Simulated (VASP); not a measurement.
Here is the system:

```
V
1.0
   -1.47902     1.47902     1.47902
    1.47902    -1.47902     1.47902
    1.47902     1.47902    -1.47902
V
1
Cartesian
  0.00000   0.00000   0.00000
```

Level of theory: AM05 GGA, VASP's PBE PAW potentials (set 64) (plane waves; VASP 6.6.1). Run with 520 eV cut-off, 19×19×19 Γ-centred mesh, tetrahedra with Blöchl corrections, potentials V_sv.

**Question.** Estimate the energy per atom (σ→0), band gap (on the k-mesh) with the smallest direct gap where there is one.

**Answer.** 
```yaml
band gap (on the k-mesh): none (metal, semimetal or under 0.01 eV)
energy per atom (σ→0): -9.397 eV/atom
```

The compound is V in the bcc structure. It was relaxed first, which changed the volume by -7 %. The run is not spin-polarised, so no magnetic state was tried.
